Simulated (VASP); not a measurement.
An input for Ansatz (written as the equivalent of a VASP run, and not itself run):

Ansatz 0.2 input:
```yaml
crystal:
  lattice:
    - [3.5514900, 0.0000000, 0.0000000]
    - [0.0000000, 3.5122190, 0.0000000]
    - [0.0000000, 0.0000000, 3.6151720]
  atoms:
    - { symbol: Fe, position: [0.0000000, 0.0000000, 0.0000000] }
    - { symbol: Ni, position: [0.0000000, 0.5000000, 0.5000000] }
    - { symbol: Ni, position: [0.5000000, 0.0000000, 0.5000000] }
    - { symbol: Ni, position: [0.5164130, 0.5000000, 0.0000000] }
kpoints:
  mp_grid: { grid: [8, 8, 8] }
hamiltonian:
  xc: pbe
  pseudopotentials: { kind: paw }
scf:
  occupations: { method: methfessel_paxton, width: 0.1 }
  max_iter: 100
output: { forces: true, stress: true, eigenvalues: true }
```

Question: Write the VASP files for the same calculation (PBE).

Answer: This is not unique; one that fits is 
**INCAR**
```
LORBIT = 10
LMAXMIX = 4   ! l cut-off of mixed one-centre charges
ISIF = 2   ! forces and stress, cell fixed
EDIFF = 1E-6   ! SCF stop (eV)
SIGMA = 0.1   ! width (eV)
LWAVE = .FALSE.
ALGO = Normal
PREC = Accurate
ENCUT = 400   ! plane-wave cut-off (eV)
GGA = PE
NELM = 100
ISMEAR = 1   ! Methfessel-Paxton
LASPH = .TRUE.   ! aspherical one-centre terms
SYSTEM = Ni3Fe
ISPIN = 1
LCHARG = .FALSE.
LREAL = .FALSE.   ! projection in real space or not
```

KPOINTS:
```
Automatic mesh
0
Gamma
8 8 8
0 0 0
```

### POSCAR
```
Ni3Fe
1
    3.5514900000     0.0000000000     0.0000000000
    0.0000000000     3.5122190000     0.0000000000
    0.0000000000     0.0000000000     3.6151720000
Fe Ni
1 3
Direct
  0.0000000000   0.0000000000   0.0000000000
  0.0000000000   0.5000000000   0.5000000000
  0.5000000000   0.0000000000   0.5000000000
  0.5164130000   0.5000000000   0.0000000000
```

POTCAR, in this order: Fe Ni (PBE.64 set). Program: vasp_std.

What does not carry over: each code has its own PAW files, so the cut-off isn't converted (ENCUT is set for VASP's; basis.ecutwfc is left out, and Ansatz then takes the one that its files recommend); Ansatz stops its SCF on the density residual and VASP on the energy change (EDIFF).

The compound is Ni3Fe in the L1_2 structure. The cell was not relaxed at this level, atoms are displaced from their ideal sites. The run is one of a series of settings (ISPIN = 1, the spin start removed against the base run), some of them coarse on purpose.
